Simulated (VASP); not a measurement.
Output of a VASP run:

### OUTCAR
```
 ion  position               nearest neighbor table
   1  0.000  0.000  0.000-
  LATTYP: Found a body centered cubic cell.
 ALAT       =     3.1600000000
 Subroutine PRICEL returns:
 Original cell was already a primitive cell.
 Subroutine GETGRP returns: Found 48 space group operations
The static configuration has the point symmetry O_h .
The dynamic configuration has the point symmetry O_h .
 Subroutine INISYM returns: Found 48 space group operations
 Subroutine IBZKPT returns following result:
 Found    120 irreducible k-points:

 Following reciprocal coordinates:
            Coordinates               Weight
  0.000000  0.000000  0.000000      1.000000
  0.066667  0.000000  0.000000     12.000000
  0.133333  0.000000  0.000000     12.000000
  0.200000  0.000000  0.000000     12.000000
  0.266667  0.000000  0.000000     12.000000
  0.333333  0.000000  0.000000     12.000000
  0.400000  0.000000  0.000000     12.000000
  0.466667  0.000000  0.000000     12.000000
  0.066667  0.066667  0.000000     24.000000
  0.133333  0.066667 -0.000000     48.000000
  0.200000  0.066667  0.000000     48.000000
  0.266667  0.066667  0.000000     48.000000
  0.333333  0.066667  0.000000     48.000000
  0.400000  0.066667  0.000000     48.000000
  0.466667  0.066667  0.000000     24.000000
  0.133333  0.133333  0.000000     24.000000
  0.200000  0.133333  0.000000     48.000000
  0.266667  0.133333 -0.000000     48.000000
  0.333333  0.133333  0.000000     48.000000
  0.400000  0.133333  0.000000     48.000000
  0.200000  0.200000  0.000000     24.000000
  0.266667  0.200000 -0.000000     48.000000
  0.333333  0.200000  0.000000     48.000000
  0.400000  0.200000  0.000000     24.000000
  0.266667  0.266667  0.000000     24.000000
  0.333333  0.266667 -0.000000     48.000000
  0.333333  0.333333  0.000000      8.000000
  0.066667  0.066667  0.066667      8.000000
  0.133333  0.066667  0.066667     24.000000
  0.200000  0.066667  0.066667     24.000000
  0.266667  0.066667  0.066667     24.000000
  0.333333  0.066667  0.066667     24.000000
  0.400000  0.066667  0.066667     24.000000
 -0.066667  0.066667  0.066667      6.000000
  0.133333  0.133333  0.066667     24.000000
  0.200000  0.133333  0.066667     48.000000
  0.266667  0.133333  0.066667     48.000000
  0.333333  0.133333  0.066667     48.000000
  0.400000  0.133333  0.066667     24.000000
 -0.133333  0.133333  0.066667     24.000000
   k-points           NKPTS =    120   k-points in BZ     NKDIM =    120   number of bands    NBANDS=      7
   number of dos      NEDOS =    301   number of ions     NIONS =      1
   total plane-waves  NPLWV =   8000
   dimension x,y,z NGX =    20 NGY =   20 NGZ =   20
   dimension x,y,z NGXF=    40 NGYF=   40 NGZF=   40
   ions per type =               1
   PREC   = accura    normal or accurate (medium, high low for compatibility)
   ISTART =      0    job   : 0-new  1-cont  2-samecut
   ICHARG =      2    charge: 1-file 2-atom 10-const
   ISPIN  =      1    spin polarized calculation?
   LNONCOLLINEAR =      F non collinear calculations
   LSORBIT =      F    spin-orbit coupling
   INIWAV =      1    electr: 0-lowe 1-rand  2-diag
   ENCUT  =  480.0 eV  35.28 Ry    5.94 a.u.   4.89  4.89  4.89*2*pi/ulx,y,z
   NELM   =    100;   NELMIN=  2; NELMDL= -5     # of ELM steps
   EDIFF  = 0.1E-05   stopping-criterion for ELM
   LREAL  =      F    real-space projection
   NLSPLINE    = F    spline interpolate recip. space projectors
   LMAXMIX     =    6 max onsite mixed and CHGCAR
   VOSKOWN=      0    Vosko Wilk Nusair interpolation
   EDIFFG = -.1E-01   stopping-criterion for IOM
   NSW    =     60    number of steps for IOM
   NBLOCK =      1;   KBLOCK =     60    inner block; outer block
   IBRION =      2    ionic relax: 0-MD 1-quasi-New 2-CG
   NFREE  =      1    steps in history (QN), initial steepest desc. (CG)
...
```

File OSZICAR:
```
       N       E                     dE             d eps       ncg     rms          rms(c)
DAV:   1     0.675099595283E+01    0.67510E+01   -0.28723E+03  1694   0.691E+02
DAV:   2    -0.134166312523E+02   -0.20168E+02   -0.19433E+02  2205   0.150E+02
DAV:   3    -0.136871804235E+02   -0.27055E+00   -0.27012E+00  2114   0.152E+01
DAV:   4    -0.136879143577E+02   -0.73393E-03   -0.73394E-03  2555   0.691E-01
DAV:   5    -0.136879145940E+02   -0.23639E-06   -0.23622E-06  2121   0.912E-03    0.207E+01
DAV:   6    -0.132122218605E+02    0.47569E+00   -0.38059E-01  2058   0.489E+00    0.103E+01
DAV:   7    -0.130196463714E+02    0.19258E+00   -0.46221E-01  2163   0.523E+00    0.346E-01
DAV:   8    -0.130177730216E+02    0.18733E-02   -0.16187E-03  1890   0.329E-01    0.792E-02
DAV:   9    -0.130177130637E+02    0.59958E-04   -0.12628E-04  2415   0.721E-02    0.152E-02
DAV:  10    -0.130177140224E+02   -0.95872E-06   -0.12674E-06  1911   0.139E-02
   1 F= -.13017714E+02 E0= -.13017876E+02  d E =-.130177E+02
       N       E                     dE             d eps       ncg     rms          rms(c)
DAV:   1    -0.130124448541E+02    0.52682E-02   -0.10243E+00  1869   0.894E+00    0.278E+00
DAV:   2    -0.129977553525E+02    0.14690E-01   -0.14855E-02  1932   0.101E+00    0.133E+00
DAV:   3    -0.129930124864E+02    0.47429E-02   -0.14383E-02  2009   0.906E-01    0.828E-02
DAV:   4    -0.129930416600E+02   -0.29174E-04   -0.63642E-05  1841   0.660E-02    0.192E-02
DAV:   5    -0.129930481823E+02   -0.65223E-05   -0.49798E-05  2093   0.440E-02    0.504E-03
DAV:   6    -0.129930482161E+02   -0.33799E-07   -0.12240E-06  1708   0.944E-03
   2 F= -.12993048E+02 E0= -.12993217E+02  d E =0.246658E-01
       N       E                     dE             d eps       ncg     rms          rms(c)
DAV:   1    -0.130315951880E+02   -0.38547E-01   -0.64072E-01  1834   0.727E+00    0.218E+00
DAV:   2    -0.130227362709E+02    0.88589E-02   -0.83526E-03  1918   0.738E-01    0.105E+00
DAV:   3    -0.130198047702E+02    0.29315E-02   -0.87355E-03  2023   0.725E-01    0.939E-02
DAV:   4    -0.130198316050E+02   -0.26835E-04   -0.39670E-05  1834   0.525E-02    0.207E-02
DAV:   5    -0.130198443745E+02   -0.12770E-04   -0.35643E-05  2114   0.400E-02    0.651E-03
DAV:   6    -0.130198453629E+02   -0.98834E-06   -0.93651E-07  1400   0.822E-03
   3 F= -.13019845E+02 E0= -.13020008E+02  d E =-.213134E-02
```

**OUTCAR**
```
------------------------ aborting loop because EDIFF is reached ----------------------------------------
  FORCE on cell =-STRESS in cart. coord.  units (eV):
  Direction    XX          YY          ZZ          XY          YZ          ZX
  --------------------------------------------------------------------------------------
  Total       -0.0050476     -0.0050476     -0.0050476     -0.0000000     -0.0000000     -0.0000000
  in kB       -0.5065741     -0.5065741     -0.5065741     -0.0000000     -0.0000000     -0.0000000
  external PRESSURE =      -0.5065741 kB  Pullay stress =       0.0000000 kB
  volume of cell :       15.96
      direct lattice vectors                 reciprocal lattice vectors
    -1.586224812  1.586224812  1.586224812     0.000000000  0.315213831  0.315213831
     1.586224812 -1.586224812  1.586224812     0.315213831  0.000000000  0.315213831
     1.586224812  1.586224812 -1.586224812     0.315213831  0.315213831  0.000000000
 POSITION                                       TOTAL-FORCE (eV/Angst)
 -----------------------------------------------------------------------------------
      0.00000     -0.00000      0.00000         0.000000      0.000000     -0.000000
 -----------------------------------------------------------------------------------
    total drift:                               -0.000000     -0.000000      0.000000
  FREE ENERGIE OF THE ION-ELECTRON SYSTEM (eV)
  ---------------------------------------------------
  free  energy   TOTEN  =       -13.0198453629 eV

  energy  without entropy=      -13.0203327281  energy(sigma->0) =      -13.02000782

 reached required accuracy - stopping structural energy minimisation
```
(Selected blocks of OUTCAR.)

POSCAR:
```
W
1
   -1.5800000000     1.5800000000     1.5800000000
    1.5800000000    -1.5800000000     1.5800000000
    1.5800000000     1.5800000000    -1.5800000000
W
1
Direct
  0.0000000000   0.0000000000   0.0000000000
```

Question: Write an INCAR and KPOINTS that could have produced this output.

Answer: One answer among several that fit: the input of the run itself, PBE GGA, plane waves, VASP's PBE PAW potentials (set 64).

**INCAR**
```
ALGO  =  Normal
EDIFF  =  1E-6
EDIFFG  =  -0.01
ENCUT  =  480
GGA  =  PE
IBRION  =  2
ISIF  =  3
ISMEAR  =  1
LASPH  =  .TRUE.
LCHARG  =  .FALSE.
LMAXMIX  =  6
LREAL  =  .FALSE.
LWAVE  =  .FALSE.
NELM  =  100
NSW  =  60
PREC  =  Accurate
SIGMA  =  0.1
SYSTEM  =  W
```

### KPOINTS
```
K-points
0
gamma
  15 15 15
```

POTCAR, in this order: W (PBE.64 set). Program: vasp_std.

The compound is W in the bcc structure. This run relaxes it. Symmetry was kept, so distortions that lower it aren't found.
